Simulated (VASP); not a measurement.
Given:

```
CELL_PARAMETERS angstrom
      0.00000     2.73497     2.73497
      2.73497     0.00000     2.73497
      2.73497     2.73497     0.00000
ATOMIC_POSITIONS crystal
  Cd 0.00000 0.00000 0.00000
  F  0.25000 0.25000 0.25000
  F  0.75000 0.75000 0.75000
```

Calculation: RPBE GGA, VASP's PBE PAW potentials (set 64) (plane waves; VASP 6.6.1). Run with 520 eV cut-off, 7×7×7 Γ-centred mesh, Gaussian smearing of 0.050 eV, potentials Cd F.

Task: The job: CdF₂ (fluorite), 3 atoms, RPBE, static run, 520 eV, 7×7×7 Γ-centred mesh. Roughly how much core time does it take on a busy server core?

Result: About 30 core-seconds (one run on a shared machine, a rough figure). It had 20 irreducible k-points, 17 bands, up to 1117 plane waves and 16 electronic steps.

The compound is CdF2 in the fluorite structure. This cell is one point of a volume scan, at 0.94 of the reference volume.
